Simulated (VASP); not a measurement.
CuI (zinc blende) is relaxed at rising pressure, each step from the one before. Symmetry mostly holds the structure type, and other phases were not tried. The mesh follows the cell, and a change of mesh leaves a small step in the series.

Input:

```xyz
2
Lattice="0.0000 3.0392 3.0392 3.0392 0.0000 3.0392 3.0392 3.0392 0.0000" Properties=species:S:1:pos:R:3 pbc="T T T"
Cu     0.0000     0.0000     0.0000
I      1.5196     1.5196     1.5196
```

These are PBE GGA, VASP's PBE PAW potentials (set 64) (plane waves; VASP) values and carry that method's errors. Numerical set-up: 500 eV cut-off, 8×8×8 Γ-centred mesh, Gaussian smearing of 0.050 eV, potentials Cu I.

Unless said otherwise, spin-orbit coupling is left out, though it shifts the bands of the heavy elements here.

```csv
P (GPa),V (Å³/atom),H − H(0) (eV/atom),space group,k-mesh
0,28.07,0.000,F-43m,8×8×8
5,25.47,0.832,F-43m,8×8×8
10,23.82,1.600,F-43m,8×8×8
20,21.66,3.013,F-43m,8×8×8
30,___,___,F-43m,8×8×8
45,___,___,F-43m,9×9×9
```

**Question.** What belongs in the gaps?

**Answer.** 
- 45, V (Å³/atom): 18.72
- 45, H − H(0) (eV/atom): 6.136
- 30, V (Å³/atom): 20.23
- 30, H − H(0) (eV/atom): 4.317

Pressures at which the relaxation failed are left out.

The compound is CuI in the zinc blende structure.
